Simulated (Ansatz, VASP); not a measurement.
# NaMgF3: VASP beside Ansatz

Aim: how closely do two programs agree when they are given the same cell, functional and k mesh? The cell is taken from a series of runs on this material, whose earlier steps may have relaxed, scaled, displaced or heated it; both programs get it as it stands.

Main program and level: Ansatz 0.2.0; plane waves, with VASP 6.6.1 beside it; G0W0 gap at LDA.

### 1. Set-up

Symmetry: Pm-3m, No. 221, cubic system. The conventional cell has a = 3.951 Å, b = 3.951 Å, c = 3.951 Å, α = 90.00°, β = 90.00°, γ = 90.00°. Nearest to Na lie 12 F at 2.79 Å. Mg has 6 F at 1.98 Å nearest. F has 2 Mg at 1.98 Å and 4 Na at 2.79 Å nearest. Farther neighbours and most contacts between anions are not listed.

### 2. Ansatz: G0W0 gap, LDA

Ansatz runs on its default PAW (the set named soft_2) files.

Quasiparticle shifts depend on high empty states and on the cores, so they are the hardest test of two PAW sets.

input.yaml

```yaml
crystal:
  lattice:
    - [3.950839, 0.0, 0.0]
    - [0.0, 3.950839, 0.0]
    - [0.0, 0.0, 3.950839]
  atoms:
    - { symbol: Na, position: [0.0, 0.0, 0.0] }
    - { symbol: Mg, position: [0.5, 0.5, 0.5] }
    - { symbol: F, position: [0.5, 0.5, 0.0] }
    - { symbol: F, position: [0.5, 0.0, 0.5] }
    - { symbol: F, position: [0.0, 0.5, 0.5] }
kpoints:
  mp_grid: { grid: [2, 2, 2] }
hamiltonian:
  xc: lda
scf:
  occupations: { method: fixed }
gw:
  n_empty_bands: 40
  ecut_chi: 114.29
  qp_bands: [v2, c2]
  qp_kpoints: [[0.5, 0.5, 0.5], [0.0, 0.0, 0.0]]
  screening: { model: contour_deformation }
```

Started as:

```sh
$ ansatz run input.yaml --threads 1 --pin off --max-ram 1382MiB --backend cpu --events-out ev --progress --plain --runs-dir out
```

Numbers of over 12 decimals in the logs are rounded to 6 here.

What it wrote:

```text
Engine: ansatz 0.2.0, aarch64-unknown-linux-gnu
Pseudopotentials: kind: paw
Pseudopotential: Na, paw, valence charge 9, recommended cutoff 420 eV (normal), Na.paw.azcp
Pseudopotential: Mg, paw, valence charge 10, recommended cutoff 420 eV (normal), Mg.paw.azcp
Pseudopotential: F, paw, valence charge 7, recommended cutoff 420 eV (normal), F.paw.azcp
Functional definition: SPW92
  exchange = slater_x
  correlation = pw_c
Crystal: 5 atoms, lattice volume = 61.669 Å³
Basis set: ecut = 420 eV, 1213 PW (Γ)
Bands: 25, of which v1, the nominal top of the filled ones, is band 20 counted from 1 (19 counted from 0)
Symmetry: 48 space group operations
Space group: Pm-3m (ITA 221), of the structure as read, at distance tolerance 4.0e-5 Å
k-points: 4 of 8
Non-local potential: Na, projectors of the file, l = 0: 3, l = 1: 2, l = 2: 1
Non-local potential: Mg, projectors of the file, l = 0: 3, l = 1: 2, l = 2: 1
Non-local potential: F, projectors of the file, l = 0: 2, l = 1: 2, l = 2: 1
PAW form: soft (Blöchl's): semilocal exchange-correlation on the pseudo side does not see the compensation charge
PAW frozen core: Na, regenerated for the run's functional, and the local potential with it (the file was generated under x = pbe(κ = 0.804, μ = 0.219515), c = pbe(β = 0.066725))
PAW frozen core: Mg, regenerated for the run's functional, and the local potential with it (the file was generated under x = pbe(κ = 0.804, μ = 0.219515), c = pbe(β = 0.066725))
PAW frozen core: F, regenerated for the run's functional, and the local potential with it (the file was generated under x = pbe(κ = 0.804, μ = 0.219515), c = pbe(β = 0.066725))
PAW one-centre angular grid: Na, 110 points (default); XC on 64 Gauss nodes
PAW one-centre angular grid: Mg, 110 points (default); XC on 64 Gauss nodes
PAW one-centre angular grid: F, 110 points (default); XC on 64 Gauss nodes
Initial density: superposition of atomic densities (neutral atoms: chi_scale 0, normalization atom), corrected by the library's trained network
Initial wavefunctions: pseudopotential atomic-orbital guess
Functional: x = slater, c = lda
SCF iter   1: F=—  HF=-5757.213330 eV  |F-HF|=—  |Δ(HF+E_count)|=         —  Δρ=1.92e-2  dr2=1.58e-1  ethr=1.77e-3  ⟨swp⟩=4.8  Hψ=397  notcnv=0  defer=6
preconditioner: auto → Resta (q_TF=auto, 2.538 Å⁻¹)  ε∞=2.6  [insulator: Δε(μ)=5.343 eV  Ē_g=20.526 eV  n_scr=18 (ndim 8)  ℏωp=25.9 eV  f_vac=0.129  ε∞_Penn≈2.6]
SCF iter   2: F=—  HF=-5757.161342 eV  |F-HF|=—  |Δ(HF+E_count)|=   5.20e-2  Δρ=5.15e-3  dr2=4.38e-3  ethr=3.95e-4  ⟨swp⟩=2.0  Hψ=179  notcnv=0  defer=9
SCF iter   3: F=—  HF=-5757.159301 eV  |F-HF|=—  |Δ(HF+E_count)|=   2.04e-3  Δρ=1.78e-3  dr2=1.11e-3  ethr=1.10e-5  ⟨swp⟩=2.0  Hψ=179  notcnv=0  defer=9
SCF iter   4: F=—  HF=-5757.158978 eV  |F-HF|=—  |Δ(HF+E_count)|=   3.22e-4  Δρ=7.51e-4  dr2=1.82e-4  ethr=2.78e-6  ⟨swp⟩=1.0  Hψ=96  notcnv=0  defer=5
SCF iter   5: F=—  HF=-5757.158906 eV  |F-HF|=—  |Δ(HF+E_count)|=   7.19e-5  Δρ=1.32e-4  dr2=6.85e-6  ethr=4.55e-7  ⟨swp⟩=2.5  Hψ=150  notcnv=0  defer=4
SCF iter   6: F=—  HF=-5757.158905 eV  |F-HF|=—  |Δ(HF+E_count)|=   1.61e-6  Δρ=1.98e-5  dr2=1.99e-7  ethr=1.71e-8  ⟨swp⟩=2.5  Hψ=155  notcnv=0  defer=4
SCF iter   7: F=-5757.158905 eV  HF=-5757.158905 eV  |F-HF|=3.90e-9  |Δ(HF+E_count)|=   2.30e-8  Δρ=3.29e-6  dr2=8.16e-9  ethr=2.50e-10  ⟨swp⟩=6.8  Hψ=334  notcnv=0
SCF 1 converged in 7 iterations: F = -5757.158905 eV  dr2 = 8.16e-9
  greatest PAW one-centre occupation: 1.000 electrons in one spin orbital (limit 2), on the Mg atom at site 1 (counted from 0), in its partial waves of l = 1
NSCF: frozen V_eff on 4 k-points
G₀W₀ screening: q 1/4
[... further progress lines ...]
SCF converged after 7 iterations
Free energy (F): -5757.158905 eV
Harris-Foulkes:  -5757.158905 eV  (|F-HF|=3.90e-9)
Internal energy: -5757.158905 eV  (E = F + TS)
E sigma→0 (E₀):  -5757.158905 eV
Fermi energy:    1.124104 eV
--- Per-component energies (eV) ---
  E_band       = -675.062233
  E_kinetic    = 815.426464
  E_local      = -4503.629403  (includes V_loc(G=0)·N_el)
  E_nonlocal   = 439.368178
  E_hartree    = 1617.747110
  E_xc         = -302.442663
  E_vxc        = -391.989591  (∫ρ·V_xc dr)
  E_paw        = -1078.475533  (= ΣΔE_a)
  E_vpaw       = -269.740482  (= ΣTr[D̂ρ^β])
  E_aug_tail   = 0.006049  (compensation charges beyond the density's cutoff)
  E_ewald      = -2745.790231
  E_core_change = 0.631125  (= ΣΔE_core)
  E_smearing   = -0.000000  (= −TS)
  E_closure    = 0.000000  (closes the sum)
  Σ components = -5757.158905   (vs F -5757.158905, Δ=0.00e0)
--- Band table (eV) ---
  k-point 0: bands = [... 16 lower, 0.4757, 0.6727, 0.6727, 0.6727, 6.7474, 13.9876, 14.2376, 14.2376, ... 1 higher]
  k-point 1: bands = [... 16 lower, 0.0770, 0.2701, 0.6003, 0.6003, 9.6933, 10.0921, 15.5453, 15.5453, ... 1 higher]
  k-point 2: bands = [... 16 lower, -0.0577, 0.0890, 0.0890, 1.1134, 11.2546, 11.8633, 11.8633, 13.7569, ... 1 higher]
  k-point 3: bands = [... 16 lower, -0.0480, 1.1241, 1.1241, 1.1241, 11.0511, 13.5744, 13.5744, 13.5744, ... 1 higher]
--- G₀W₀: contour deformation, 5 samples at zero and on the imaginary axis and 1 off it, 8 q-points, 40 empty bands' worth ---
  eigenvalues of the whole cell's RPA ε∞ on this k-mesh (on a slab, of 1 + 4πα/V) = 1.9539, 1.9539, 1.9539; static W/v taken at q = 0 is 0.511808
  bands read: the sum over 60 bands ends inside a degenerate multiplet in 2 slots, whose members it reads at an even weight; the widest, k=0: bands 59 to 61 (counted from 1) at 2/3 each
    ik  band        ε_KS         Σx   Σc(E_QP)       V_xc       Z   E_QP_lin       E_QP  E_QP is
     0    19      0.6727   -31.6899     5.7008   -23.9421  0.7970    -1.4248    -1.3742  root
     0    20      0.6727   -31.6899     5.7008   -23.9421  0.7970    -1.4248    -1.3742  root
     0    21      6.7474    -5.8799    -2.8205   -10.9261  0.8832     9.0113     8.9731  root
     0    22     13.9876    -6.4223    -3.4916   -12.9728  0.8748    17.1447    17.0465  root
     3    19      1.1241   -32.0708     5.7752   -24.2933  0.7954    -0.9262    -0.8782  root
     3    20      1.1241   -32.0708     5.7752   -24.2933  0.7954    -0.9262    -0.8782  root
     3    21     11.0511    -3.4002    -3.0512    -8.8442  0.8852    13.4961    13.4438  root
     3    22     13.5744    -5.3535    -3.2961   -11.3275  0.8735    16.3246    16.2524  root
```

Reading the cycles: dr2 is the Hartree energy of the density residual (eV), the measure of convergence; HF is the Harris–Foulkes estimate of the energy, which meets the free energy F at convergence.

### 3. VASP: G0W0 gap, LDA

The same cell, functional (in two slightly different forms) and mesh now go to VASP, with its own data sets.

Lines of VASP's logs that name or quote its potential files are left out, and so is its time.

The run reads the wave functions of an earlier VASP run, which isn't shown here.

INCAR

```
SYSTEM = NaMgF3
PREC = Accurate
ENCUT = 520
ISMEAR = 0
SIGMA = 0.01
LREAL = .FALSE.
GGA = CA
NBANDS = 60
ALGO = EVGW0
NELMGW = 1
ENCUTGW = 114.29
NOMEGA = 64
PRECFOCK = Fast
NBANDSGW = 28
LWAVE = .FALSE.
LCHARG = .FALSE.
```

POSCAR

```
NaMgF3
1.0
    3.9508390000      0.0000000000      0.0000000000
    0.0000000000      3.9508390000      0.0000000000
    0.0000000000      0.0000000000      3.9508390000
Na Mg F
1 1 3
Direct
    0.0000000000      0.0000000000      0.0000000000
    0.5000000000      0.5000000000      0.5000000000
    0.5000000000      0.5000000000      0.0000000000
    0.5000000000      0.0000000000      0.5000000000
    0.0000000000      0.5000000000      0.5000000000
```

KPOINTS

```
Automatic mesh
0
Gamma
2 2 2
0 0 0
```

The projector-augmented-wave data sets are Na_sv_GW, Mg_sv_GW and F_GW (LDA family, release 64).

Started as:

```sh
$ export OMP_NUM_THREADS=4
$ mpirun -np 1 vasp_std
```

What it wrote:

```text
[banner, memory and clock lines left out]
running    1 mpi-ranks, on    1 nodes
 distrk:  each k-point on    1 cores,    1 groups
 distr:  one band on    1 cores,    1 groups
 Offloading initialized ...    1 GPUs detected
 POSCAR found type information on POSCAR NaMgF
 POSCAR found :  3 types and       5 ions
|                                                                             |
|           W    W    AA    RRRRR   N    N  II  N    N   GGGG   !!!           |
|           W    W   A  A   R    R  NN   N  II  NN   N  G    G  !!!           |
|           W    W  A    A  R    R  N N  N  II  N N  N  G       !!!           |
|           W WW W  AAAAAA  RRRRR   N  N N  II  N  N N  G  GGG   !            |
|           WW  WW  A    A  R   R   N   NN  II  N   NN  G    G                |
|           W    W  A    A  R    R  N    N  II  N    N   GGGG   !!!           |
|                                                                             |
|     The default for ENCUTGWSOFT is different in this version of VASP.       |
|     please manually set ENCUTGWSOFT =114.29 in the INCAR file.              |
|                                                                             |

 LDA part: xc-table for (Slater(with rela. corr.)+CA(PZ))
 , standard interpolation
 found WAVECAR, reading the header
 POSCAR, INCAR and KPOINTS ok, starting setup
 FFT: planning ... GRIDC
 FFT: planning ... GRID_SOFT
 FFT: planning ... GRID
 reading WAVECAR
 the WAVECAR file was read successfully
 initial charge from wavefunction
 available memory per node:   1575.48 GB, setting MAXMEM to   1613293

 The Fermi energy was updated, please check that it is located mid-gap
 values below the HOMO (VB) or above the LUMO (CB) will cause erroneous energies
 E-fermi :   1.3495

 calculate exact exchange contribution
 the WAVEDER file was read successfully
energies w=
    0.000    0.000    1.648    0.000    3.292    0.000    4.931    0.000
    6.560    0.000    8.178    0.000    9.783    0.000   11.371    0.000
   12.943    0.000   14.496    0.000   16.031    0.000   17.546    0.000
   19.042    0.000   20.519    0.000   21.979    0.000   23.421    0.000
   24.848    0.000   26.260    0.000   27.660    0.000   29.048    0.000
   30.428    0.000   31.801    0.000   33.169    0.000   34.535    0.000
   35.901    0.000   37.269    0.000   38.643    0.000   40.025    0.000
   41.419    0.000   42.827    0.000   44.252    0.000   45.700    0.000
   47.172    0.000   48.674    0.000   50.210    0.000   51.784    0.000
   53.403    0.000   55.072    0.000   56.798    0.000   58.587    0.000
   60.449    0.000   62.391    0.000   64.425    0.000   66.561    0.000
   68.813    0.000   71.196    0.000   73.727    0.000   76.428    0.000
   79.320    0.000   82.432    0.000   85.797    0.000   89.453    0.000
   93.448    0.000   97.837    0.000  102.691    0.000  108.094    0.000
  114.153    0.000  121.003    0.000  128.818    0.000  137.822    0.000
  148.316    0.000  160.708    0.000  175.563    0.000  193.694    0.000
 responsefunction array rank=     174
 LDA part: xc-table for (Slater(with rela. corr.)+CA(PZ))
 , standard interpolation

 min. memory requirement per mpi rank    146.8 MB, per node    146.8 MB

 allocating  64 responsefunctions rank=   174
 shmem allocating  64 responsefunctions rank=   174
 response function shared by NCSHMEM nodes    1
 Doing            64  frequencies on each core in blocks of            64
NQ=   1    0.0000    0.0000    0.0000,
|.........|.........|.........|.........|.........|.........|.........|.........
 performed         26000 updates of chi_q(r,r)
 total number of BLAS operations          6.14 Gflops
NQ=   2    0.5000    0.0000    0.0000,
|.........|.........|.........|.........|.........|.........|.........|.........
 performed         65000 updates of chi_q(r,r)
 total number of BLAS operations         15.75 Gflops
NQ=   3    0.5000    0.5000    0.0000,
|.........|.........|.........|.........|.........|.........|.........|.........
 performed        104000 updates of chi_q(r,r)
 total number of BLAS operations         24.71 Gflops
NQ=   4    0.5000    0.5000    0.5000,
|.........|.........|.........|.........|.........|.........|.........|.........
 performed        130000 updates of chi_q(r,r)
 total number of BLAS operations         30.08 Gflops
 resolving degeneracies of screened two electron integrals

 calculate QP shifts <psi_nk| G(iteration)W_0 |psi_nk>: iteration 1
 entering main loop
```

Parts of OUTCAR (step 3):

```text
ion  position               nearest neighbor table
   1  0.000  0.000  0.000-
   2  0.500  0.500  0.500-   3 1.98   4 1.98   5 1.98   3 1.98   4 1.98   5 1.98
   3  0.500  0.500  0.000-   2 1.98   2 1.98
   4  0.500  0.000  0.500-   2 1.98   2 1.98
   5  0.000  0.500  0.500-   2 1.98   2 1.98

  LATTYP: Found a simple cubic cell.
 ALAT       =     3.9508390000

 Subroutine GETGRP returns: Found 48 space group operations
 (whereof 48 operations were pure point group operations)

The static configuration has the point symmetry O_h .

 Found      4 irreducible k-points:

   k-points           NKPTS =      4   k-points in BZ     NKDIM =      8   number of bands    NBANDS=     60

   dimension x,y,z NGX =    30 NGY =   30 NGZ =   30
   dimension x,y,z NGXF=    60 NGYF=   60 NGZF=   60

   ENCUT  =  520.0 eV  38.22 Ry    6.18 a.u.   7.35  7.35  7.35*2*pi/ulx,y,z

   NELECT =      40.0000    total number of electrons

  energy-cutoff  :      520.00
  volume of cell :       61.67
      direct lattice vectors                 reciprocal lattice vectors
     3.950839000  0.000000000  0.000000000     0.253110795  0.000000000  0.000000000
     0.000000000  3.950839000  0.000000000     0.000000000  0.253110795  0.000000000
     0.000000000  0.000000000  3.950839000     0.000000000  0.000000000  0.253110795

 k-points in reciprocal lattice and weights: Automatic mesh
   0.00000000  0.00000000  0.00000000       0.125
   0.50000000  0.00000000  0.00000000       0.375
   0.50000000  0.50000000  0.00000000       0.375
   0.50000000  0.50000000  0.50000000       0.125

 E-fermi :   1.3495

 QP shifts <psi_nk| G(iteration)W_0 |psi_nk>: iteration 1
 for sc-GW calculations column KS-energies equals QP-energies in previous step
 and V_xc(KS)=  KS-energies - (<T + V_ion + V_H > + <T+V_H+V_ion>^1  + <V_x>^1)
 k-point   1 :       0.0000    0.0000    0.0000
  band No.  KS-energies  QP-energies   sigma(KS)   V_xc(KS)     V^pw_x(r,r')   Z            occupation Imag(sigma)
    ...
     17      -2.1046      -4.4027     -24.9150     -22.0078     -30.0102       0.7904       2.0000       0.2926
     18      -1.9083      -4.1311     -25.3845     -22.5906     -30.4141       0.7956       2.0000       0.2785
     19      -1.9083      -4.1311     -25.3845     -22.5906     -30.4141       0.7956       2.0000       0.2785
     20      -1.9083      -4.1311     -25.3845     -22.5906     -30.4141       0.7956       2.0000       0.2785
     21       4.1557       6.4535      -7.4753     -10.0964      -5.0191       0.8767       0.0000      -0.1376
     22      11.4158      14.6184      -8.2945     -11.9952      -5.3945       0.8654       0.0000      -0.1686
     23      11.6397      13.8710      -5.0370      -7.5940      -2.3209       0.8726       0.0000      -0.1781
     24      11.6397      13.8710      -5.0370      -7.5940      -2.3209       0.8726       0.0000      -0.1781
    ...

 k-point   2 :       0.5000    0.0000    0.0000
  band No.  KS-energies  QP-energies   sigma(KS)   V_xc(KS)     V^pw_x(r,r')   Z            occupation Imag(sigma)
    ...
     17      -2.5064      -4.8373     -24.1759     -21.2186     -29.1784       0.7882       2.0000       0.2995
     18      -2.3117      -4.6308     -24.3639     -21.4296     -29.3655       0.7903       2.0000       0.2943
     19      -1.9807      -4.2314     -25.2306     -22.3952     -30.2903       0.7938       2.0000       0.2837
     20      -1.9807      -4.2314     -25.2306     -22.3952     -30.2903       0.7938       2.0000       0.2837
     21       7.1104       9.6747      -9.4272     -12.4119      -7.2879       0.8592       0.0000      -0.1465
     22       7.4949      10.0298      -8.5000     -11.4229      -6.0223       0.8672       0.0000      -0.1520
     23      12.9476      15.7826      -7.3955     -10.6955      -4.7051       0.8591       0.0000      -0.2029
     24      12.9476      15.7826      -7.3955     -10.6955      -4.7051       0.8591       0.0000      -0.2029
    ...

 k-point   3 :       0.5000    0.5000    0.0000
  band No.  KS-energies  QP-energies   sigma(KS)   V_xc(KS)     V^pw_x(r,r')   Z            occupation Imag(sigma)
    ...
     17      -2.6416      -4.8814     -25.2629     -22.4366     -30.2492       0.7925       2.0000       0.2810
     18      -2.4946      -4.8342     -24.2050     -21.2456     -29.2188       0.7906       2.0000       0.2998
     19      -2.4946      -4.8342     -24.2050     -21.2456     -29.2188       0.7906       2.0000       0.2998
     20      -1.4665      -3.6484     -25.6313     -22.8736     -30.7310       0.7912       2.0000       0.2786
     21       8.6763      11.4148      -8.8455     -12.0318      -6.5346       0.8594       0.0000      -0.1656
     22       9.2690      11.9076      -8.8366     -11.9047      -6.4123       0.8600       0.0000      -0.1660
     23       9.2690      11.9076      -8.8366     -11.9047      -6.4123       0.8600       0.0000      -0.1660
     24      11.1751      14.4072     -10.9403     -14.7462      -8.3260       0.8493       0.0000      -0.1820
    ...

 k-point   4 :       0.5000    0.5000    0.5000
  band No.  KS-energies  QP-energies   sigma(KS)   V_xc(KS)     V^pw_x(r,r')   Z            occupation Imag(sigma)
    ...
     17      -2.6327      -4.8786     -25.2881     -22.4614     -30.2802       0.7945       2.0000       0.2811
     18      -1.4566      -3.6401     -25.6591     -22.9038     -30.7657       0.7924       2.0000       0.2787
     19      -1.4566      -3.6401     -25.6591     -22.9038     -30.7657       0.7924       2.0000       0.2787
     20      -1.4566      -3.6401     -25.6591     -22.9038     -30.7657       0.7924       2.0000       0.2787
     21       8.4696      11.0000      -5.5646      -8.4419      -2.9037       0.8794       0.0000      -0.1602
     22      10.9813      13.7575      -7.4679     -10.6686      -4.6772       0.8674       0.0000      -0.1711
     23      10.9813      13.7575      -7.4679     -10.6686      -4.6772       0.8674       0.0000      -0.1711
     24      10.9813      13.7575      -7.4679     -10.6686      -4.6772       0.8674       0.0000      -0.1711
    ...
```

### 4. Comparison

Known differences besides the potentials themselves: the two LDA forms differ slightly; fixed occupations in Ansatz, narrow Gaussian smearing in VASP; the cutoff is 420 eV in Ansatz and 520 eV in VASP; VASP's log shows a relativistic correction to its local exchange, Ansatz's none; Ansatz integrates over frequency by contour deformation, VASP on a grid of NOMEGA points; Ansatz's G0W0 levels solve the quasiparticle equation, VASP's are linearised. Total energies have different zeros and are not compared.

Compared:

| quantity | Ansatz | VASP | difference |
| --- | --- | --- | --- |
| G0W0 gap on the mesh (eV) | 9.85 | 10.09 | -0.24 |
| Kohn-Sham gap under it (eV) | 5.62 | 5.61 | +0.01 |

### 5. What came out

* difference in G0W0 gap on the mesh (G0W0 gap, LDA): -0.24 eV

The difference in G0W0 gap on the mesh is -0.24 eV (G0W0 gap, LDA). Part of the difference in the G0W0 gap can come from VASP's linearised levels. How closely two codes agree says nothing of how well the functional describes the real material.

[Lines on the potential files, build, host, timing and source positions are cut from VASP's logs without a mark.]

[Logs are printed without paths, hosts, clocks, repeated set-up lines and the standing remarks that a program may print on its own settings, such as how far it seeks lower states.]

[Hosts, paths, dates, database ids (printed as entryN), source tags and the programs' standing remarks are cut or masked in the printed files.]
